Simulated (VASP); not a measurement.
Here is a VASP 6.6.1 calculation.

Contents of INCAR:

```
SYSTEM = Te2Au
ALGO     = Normal         ! electronic algorithm
EDIFF    = 1E-7           ! SCF threshold, eV
EDIFFG   = -0.005         ! ionic threshold
ENCUT    = 600            ! plane-wave cutoff, eV
GGA      = PS             ! functional
IBRION   = 2              ! ionic algorithm
ISIF     = 3              ! what is computed and relaxed
ISMEAR   = 0              ! smearing method
LASPH    = .True.         ! aspherical terms in the spheres
LCHARG   = .False.        ! write CHGCAR
LREAL    = .False.        ! projectors in reciprocal space
LWAVE    = .False.        ! write WAVECAR
NELM     = 80             ! most SCF steps
NSW      = 90             ! ionic steps
PREC     = Accurate       ! precision mode
SIGMA    = 0.03           ! smearing width, eV
```

The input KPOINTS:

```
k-points
0
Gamma
  9 9 6
  0 0 0
```

Contents of POSCAR:

```
Te2Au                                   
1.0
    4.1438590035      0.0000000000     -0.0000000000
   -2.0719295018      3.5886871703     -0.0000000000
    0.0000000000     -0.0000000000      5.1075104414
  Te              Au            
     2     1
Direct
     0.6666666699999979    0.3333333300000021    0.2896985854525175
     0.3333333300000021    0.6666666699999979    0.7103014145474825
     0.0000000000000000    1.0000000000000000    0.0000000000000000
```

Potentials or basis: VASP PAW PBE potentials, release 64 (Te, Au).

Launch:

```sh
$ cat potpaw_PBE.64/Te/POTCAR potpaw_PBE.64/Au/POTCAR > POTCAR
$ mpirun -np 1 vasp_std > vasp.out
```

(1) Estimate the space group after relaxing (to 0.05 Å).

(2) Predict the relaxed cell.

## Answers

(1) P-3m1 (No. 164).

(2) a = 4.143 Å, b = 4.143 Å, c = 5.111 Å, α = 90.00°, β = 90.00°, γ = 120.00°.
